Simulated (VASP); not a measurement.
Energy against volume of Re (hcp). Level of theory: optB86b-vdW, VASP's PBE PAW potentials (set 64) (plane waves; VASP). Settings: 520 eV cut-off, 15×15×8 Γ-centred mesh, first-order Methfessel-Paxton smearing of 0.10 eV, potentials Re.

Shape and ions are relaxed at each volume.

```csv
V (Å³/atom),E (eV/atom)
13.919,-10.16164
14.363,-10.21702
14.807,-10.23448
15.251,-10.21982
```

Question: Fit these four points and predict the energy of the run at 15.695 Å³/atom.

Answer: A cubic in V^(−2/3), the third-order Birch-Murnaghan form, passes through the four points with V0 = 14.81 Å³/atom and B0 = 385 GPa, and gives -10.1779 eV/atom there. The run gave -10.1780 eV/atom, -0.1 meV/atom from the fit; all five points give B0 = 384 GPa.

The compound is Re in the hcp structure. It was relaxed first.
